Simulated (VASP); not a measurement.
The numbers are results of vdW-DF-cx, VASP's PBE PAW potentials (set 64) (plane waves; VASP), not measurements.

The input files of a VASP run:

### INCAR
```
# general
SYSTEM  =NiO
PREC    =Accurate
ENCUT   =520
LREAL   =.FALSE.   # projection in real space or not
LASPH   =.TRUE.   # aspherical one-centre terms
ICHARG  =11

# electronic loop
EDIFF   =1E-7   # SCF stop (eV)
NELM    =100
ALGO    =Normal   # blocked Davidson
LMAXMIX =4   # l cut-off of mixed one-centre charges

# smearing
ISMEAR  =0   # Gaussian
SIGMA   =0.05   # width (eV)

# functional
GGA     =CX
LUSE_VDW=.TRUE.
AGGAC   =0.0

# spin
ISPIN   =2
MAGMOM  =1.3 -1.3 0.0 0.0

# output
LWAVE   =.FALSE.
LCHARG  =.FALSE.
LORBIT  =11
```

### POSCAR
```
NiO
8.259670
  0.4999999887   0.2495236133   0.2495236133
  0.2495236133   0.4999999887   0.2495236133
  0.2495236133   0.2495236133   0.4999999887
Ni O
2 2
direct
  0.0000000000   0.0000000000   0.0000000000
  0.5000000000   0.5000000000   0.5000000000
  0.2500000000   0.2500000000   0.2500000000
  0.7500000000   0.7500000000   0.7500000000
```

**KPOINTS**
```
k-points along high-symmetry lines
12
Line-mode
Reciprocal
  0.000000   0.000000   0.000000 ! GAMMA
  0.500000   0.500000   0.500000 ! T

  0.500000   0.500000   0.500000 ! T
  0.812500   0.187500   0.500000 ! H_2

  0.500000  -0.187500   0.187500 ! H_0
  0.500000  -0.000000  -0.000000 ! L

  0.500000  -0.000000  -0.000000 ! L
  0.000000   0.000000   0.000000 ! GAMMA

  0.000000   0.000000   0.000000 ! GAMMA
  0.343750  -0.343750   0.000000 ! S_0

  0.656250   0.000000   0.343750 ! S_2
  0.500000   0.000000   0.500000 ! F

  0.500000   0.000000   0.500000 ! F
  0.000000   0.000000   0.000000 ! GAMMA
```

POTCAR, in this order: Ni O (PBE.64 set). Program: vasp_std. Read from the step before: CHGCAR.

The run wrote:

OSZICAR:
```
       N       E                     dE             d eps       ncg     rms          rms(c)
DAV:   1     0.246479718005E+03    0.24648E+03   -0.16234E+04  6808   0.218E+03
DAV:   2     0.944434795856E+01   -0.23704E+03   -0.22401E+03  7104   0.411E+02
DAV:   3    -0.139517359536E+02   -0.23396E+02   -0.22162E+02  7448   0.144E+02
DAV:   4    -0.146355877778E+02   -0.68385E+00   -0.68113E+00  7484   0.250E+01
DAV:   5    -0.146539945321E+02   -0.18407E-01   -0.18401E-01  8188   0.397E+00
DAV:   6    -0.146547807528E+02   -0.78622E-03   -0.78618E-03  8524   0.735E-01
DAV:   7    -0.146548139945E+02   -0.33242E-04   -0.33242E-04  9036   0.125E-01
DAV:   8    -0.146548147169E+02   -0.72236E-06   -0.72232E-06  7376   0.139E-02
DAV:   9    -0.146548147297E+02   -0.12847E-07   -0.12852E-07  4720   0.182E-03
   1 F= -.14654815E+02 E0= -.14654815E+02  d E =-.207911E-12  mag=     0.0000
```

OUTCAR:
```



 magnetization (x)

# of ion       s       p       d       tot
------------------------------------------
    1       -0.007  -0.015   1.215   1.194
    2        0.007   0.015  -1.215  -1.194
    3        0.000   0.000   0.000   0.000
    4        0.000   0.000   0.000   0.000
--------------------------------------------------
tot          0.000   0.000   0.000   0.000
```
(Selected blocks of OUTCAR.)

OUTCAR:
```
 val. band max:        7.7339926648   @ k =   0.2273   0.0000   0.2273

 cond. band min:       8.7327716563   @ k =   0.2500  -0.2500   0.0000



 spin component 1

 k-point     1 :       0.0000    0.0000    0.0000
  band No.  band energies     occupation
      1     -12.2712      1.00000
      2     -10.7634      1.00000
      3      -0.1823      1.00000
      4       2.5255      1.00000
      5       2.5255      1.00000
      6       5.2064      1.00000
      7       5.2064      1.00000
      8       5.2348      1.00000
      9       5.8037      1.00000
     10       5.8037      1.00000
     11       5.8869      1.00000
     12       6.1681      1.00000
     13       6.1682      1.00000
     14       7.0840      1.00000
     15       7.0841      1.00000
     16       7.4010      1.00000
     17       9.7174      0.00000
     18       9.7175      0.00000
     19      10.0797      0.00000
     20      13.9066      0.00000

 k-point     2 :       0.0455    0.0455    0.0455
  band No.  band energies     occupation
      1     -12.2648      1.00000
      2     -10.7727      1.00000
      3      -0.1612      1.00000
      4       2.5323      1.00000
      5       2.5323      1.00000
      6       5.1573      1.00000
      7       5.1573      1.00000
      8       5.1631      1.00000
      9       5.8064      1.00000
     10       5.8064      1.00000
     11       5.9186      1.00000
     12       6.2175      1.00000
     13       6.2176      1.00000
     14       7.0818      1.00000
     15       7.0818      1.00000
     16       7.3943      1.00000
     17       9.7081      0.00000
     18       9.7083      0.00000
     19      10.1203      0.00000
     20      13.9069      0.00000

 k-point     3 :       0.0909    0.0909    0.0909
  band No.  band energies     occupation
      1     -12.2455      1.00000
      2     -10.8007      1.00000
      3      -0.0986      1.00000
      4       2.5527      1.00000
...
```

The density is held fixed in this step, so its total energy and stress have no physical meaning.

The compound is NiO in the rock salt, AFM-II order structure. It was relaxed first.
